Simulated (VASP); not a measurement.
Method: PBE GGA, VASP's PBE PAW potentials (set 64) (plane waves; VASP).

VASP input:

**INCAR**
```
SYSTEM  =  GaAs
PREC  =  Accurate; ENCUT  =  530; LREAL  =  .FALSE.
LASPH  =  .TRUE.
EDIFF  =  1E-7; NELM  =  100; ALGO  =  Normal
LMAXMIX  =  4
ISMEAR  =  0; SIGMA  =  0.05
GGA  =  PE
IBRION  =  6; NSW  =  1; ISIF  =  3
POTIM  =  0.015; NFREE  =  2
LWAVE  =  .FALSE.; LCHARG  =  .FALSE.
```

KPOINTS:
```
Automatic mesh
0
Gamma
7 7 7
0 0 0
```

### POSCAR
```
GaAs
1
    0.0000000000     2.8708749040     2.8708749040
    2.8708749040     0.0000000000     2.8708749040
    2.8708749040     2.8708749040     0.0000000000
Ga As
1 1
Direct
  0.0000000000   0.0000000000   0.0000000000
  0.2500000000   0.2500000000   0.2500000000
```

POTCAR, in this order: Ga_d As (PBE.64 set). Program: vasp_std.

What VASP printed:

OUTCAR:
```


   1 f  =    7.588943 THz    47.682733 2PiTHz  253.139879 cm-1    31.385331 meV

   2 f  =    7.588943 THz    47.682733 2PiTHz  253.139879 cm-1    31.385331 meV

   3 f  =    7.588943 THz    47.682733 2PiTHz  253.139879 cm-1    31.385331 meV

   4 f/i=    0.003328 THz     0.020910 2PiTHz    0.111007 cm-1     0.013763 meV

   5 f/i=    0.003328 THz     0.020910 2PiTHz    0.111007 cm-1     0.013763 meV

   6 f/i=    0.003328 THz     0.020910 2PiTHz    0.111007 cm-1     0.013763 meV

 ELASTIC MODULI CONTR FROM IONIC RELAXATION (kBar)
 Direction    XX          YY          ZZ          XY          YZ          ZX
 --------------------------------------------------------------------------------
 XX          -0.0000      0.0000      0.0000      0.0000      0.0000      0.0000
 YY           0.0000     -0.0000      0.0000      0.0000      0.0000     -0.0000
 ZZ           0.0000      0.0000     -0.0000      0.0000      0.0000      0.0000
 XY           0.0000      0.0000      0.0000   -155.2948      0.0000      0.0000
 YZ           0.0000      0.0000      0.0000      0.0000   -155.2948      0.0000
 ZX           0.0000     -0.0000      0.0000      0.0000      0.0000   -155.2948
 --------------------------------------------------------------------------------

 TOTAL ELASTIC MODULI (kBar)
 Direction    XX          YY          ZZ          XY          YZ          ZX
 --------------------------------------------------------------------------------
 XX         982.9595    408.9156    408.9156     -0.0000      0.0000     -0.0000
 YY         408.9156    982.9595    408.9156     -0.0000      0.0000     -0.0000
 ZZ         408.9156    408.9156    982.9595      0.0000     -0.0000     -0.0000
 XY          -0.0000     -0.0000      0.0000    503.8560      0.0000      0.0000
 YZ           0.0000      0.0000     -0.0000      0.0000    503.8560      0.0000
 ZX          -0.0000     -0.0000     -0.0000      0.0000      0.0000    503.8560
 --------------------------------------------------------------------------------
```
(Selected blocks of OUTCAR.)

The compound is GaAs in the zinc blende structure. It was relaxed first.
